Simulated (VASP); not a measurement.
Input of a VASP 6.6.1 run:

INCAR

```
SYSTEM = LiMo3
  PREC = Accurate
  ENCUT = 600
  EDIFF = 1E-6
  ISMEAR = 0
  SIGMA = 0.1
  LREAL = .False.
  LASPH = .True.
  NELM = 100
  ALGO = Normal
  ISIF = 3
  LWAVE = .False.
  LCHARG = .False.
  GGA = PE
  IBRION = 2
  NSW = 90
  EDIFFG = -0.04
```

KPOINTS

```
Automatic mesh
0
Gamma
  6 6 6
  0 0 0
```

Contents of POSCAR:

```
LiMo3
1.0
    5.3299696471      0.0000000000      0.0000000000
   -2.6649848235      4.6158891158      0.0000000000
    0.0000000000      0.0000000000      2.5628960371
Li Mo
1 3
Direct
    0.0000000000      0.0000000000      0.5000000000
    0.5000000000      0.0000000000      0.0000000000
    0.5000000000      0.5000000000      0.0000000000
    0.0000000000      0.5000000000      0.0000000000
```

Potentials or basis: VASP PAW PBE potentials, release 64 (Li_sv, Mo_sv).

The run is started by

```console
$ cat potpaw_PBE.64/Li_sv/POTCAR potpaw_PBE.64/Mo_sv/POTCAR > POTCAR
$ mpirun -np 1 vasp_std > vasp.out
```

Q: Estimate the band gap on the k mesh.

A: None (metal or under the smearing width).

Stress tensor (GPa, compression positive):
```
-0.33  0.00  0.00
 0.00 -0.33  0.00
 0.00  0.00  0.24
```

Caveat: the k mesh is coarse (spacing up to 0.41 Å⁻¹), so the values aren't converged; the cutoff is under 1.25 times the usual one of these potentials, so pressure, stress and relaxed cells hold a basis-set (Pulay) error; the relaxation stopped at its first step, so nothing moved.
